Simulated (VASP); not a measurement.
All values below come from PBE GGA, VASP's PBE PAW potentials (set 64) (plane waves; VASP).

The input files of a VASP run:

**INCAR**
```
SYSTEM = GaN
PREC = Accurate
ENCUT = 620
EDIFF = 1E-6
NELM = 100
ALGO = Normal
LREAL = .FALSE.
LASPH = .TRUE.
ISMEAR = 0
SIGMA = 0.05
GGA = PE
LMAXMIX = 4
LWAVE = .FALSE.
LCHARG = .FALSE.
IBRION = 2
ISIF = 3
NSW = 40
EDIFFG = -0.02
```

### KPOINTS
```
Automatic mesh
0
Gamma
10 10 10
0 0 0
```

File POSCAR:
```
GaN
1.0
  0.0000000000   2.2738141419   2.2738141419
  2.2738141419   0.0000000000   2.2738141419
  2.2738141419   2.2738141419   0.0000000000
Ga N
1 1
Cartesian
  0.0000000000   0.0000000000   0.0000000000
  1.1369070709   1.1369070709   1.1369070709
```

POTCAR, in this order: Ga_d N (PBE.64 set). Program: vasp_std.

Problem. Estimate the energy per atom (σ→0), band gap (on the k-mesh).

Solution. 
* **energy per atom (σ→0)**: -6.078 eV/atom
* **band gap (on the k-mesh)**: 1.55 eV

### OSZICAR
```
...
DAV:   7    -0.121641810940E+02   -0.10297E-01   -0.35480E-01  1232   0.836E+00    0.174E+00
DAV:   8    -0.121609806896E+02    0.32004E-02   -0.76110E-02  1388   0.453E+00    0.817E-01
DAV:   9    -0.121554886189E+02    0.54921E-02   -0.22396E-02  1858   0.377E+00    0.201E-01
DAV:  10    -0.121558433442E+02   -0.35473E-03   -0.17392E-03  1388   0.681E-01    0.803E-02
DAV:  11    -0.121557768025E+02    0.66542E-04   -0.29630E-04  1753   0.335E-01    0.122E-02
DAV:  12    -0.121557825660E+02   -0.57635E-05   -0.29213E-05  1387   0.753E-02    0.793E-03
DAV:  13    -0.121557823670E+02    0.19899E-06   -0.16601E-06  1175   0.129E-02
   1 F= -.12155782E+02 E0= -.12155782E+02  d E =-.121558E+02
```

The compound is GaN in the zinc blende structure, a metastable form; wurtzite is the usual one. It was relaxed first.
